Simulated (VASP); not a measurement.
GaAs:

```
Ga As
1.0
     0.00000    2.86370    2.86370
     2.86370    0.00000    2.86370
     2.86370    2.86370    0.00000
Ga As
1 1
Direct
  0.00000 0.00000 0.00000
  0.25000 0.25000 0.25000
```

The cell was built by a generator and isn't the measured one.

Program: VASP 6.6.1. Alike in all runs: task single point; spin non-collinear, zero start, SOC; cell as given; k mesh 8 × 8 × 8; cutoff (eV) 520; smearing gaussian 0.02 eV.

Task: Order these runs on this cell by their pressure, lowest first.
A. level PBE; potentials or basis VASP PAW PBE potentials, release 64 (Ga_d, As)
B. level r2SCAN; potentials or basis VASP PAW PBE potentials, release 64 (Ga_d, As)
C. level LDA; potentials or basis VASP PAW LDA potentials, release 64 (Ga_d, As)

Result: C (-3.9 GPa), B (-2.1 GPa), A (0.7 GPa).

Caveats: the PAW data sets were made with another functional, which shifts forces and pressure a little (some runs).

Not every run made on this cell is shown here.
